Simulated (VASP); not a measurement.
Given:

```xyz
2
Lattice="3.9164 0.0000 0.0000 0.0000 3.9164 0.0000 0.0000 0.0000 3.9164" Properties=species:S:1:pos:R:3 pbc="T T T"
Tl     0.0000     0.0000     0.0000
Cl     1.9582     1.9582     1.9582
```

The numbers are results of PBE GGA with D3 dispersion (Becke-Johnson damping), VASP's PBE PAW potentials (set 64) (plane waves; VASP), not measurements. Settings: 520 eV cut-off, Gaussian smearing of 0.050 eV, potentials Tl_d Cl.

Unless said otherwise, spin-orbit coupling is left out, though it shifts the bands of the heavy elements here.

Q: Give the energies of bands 7 to 13 at the high-symmetry points, in eV from the valence-band maximum.

A: 
| band | Γ | X | M | R |
|---|---|---|---|---|
| 7 | -4.41 | -5.08 | -3.28 | -2.23 |
| 8 | -1.24 | -0.87 | -2.56 | -1.71 |
| 9 | -1.24 | -0.87 | -2.56 | -1.71 |
| 10 | -1.24 | 0.00 | -0.82 | -1.71 |
| 11 | 7.58 | 2.23 | 4.83 | 2.77 |
| 12 | 7.58 | 6.55 | 4.83 | 2.77 |
| 13 | 7.58 | 6.55 | 8.20 | 2.77 |

The gap is direct, 2.23 eV, from the valence maximum at X to the conduction minimum at X.

The compound is TlCl in the CsCl type structure. It was relaxed first, which changed the volume by +6 %.
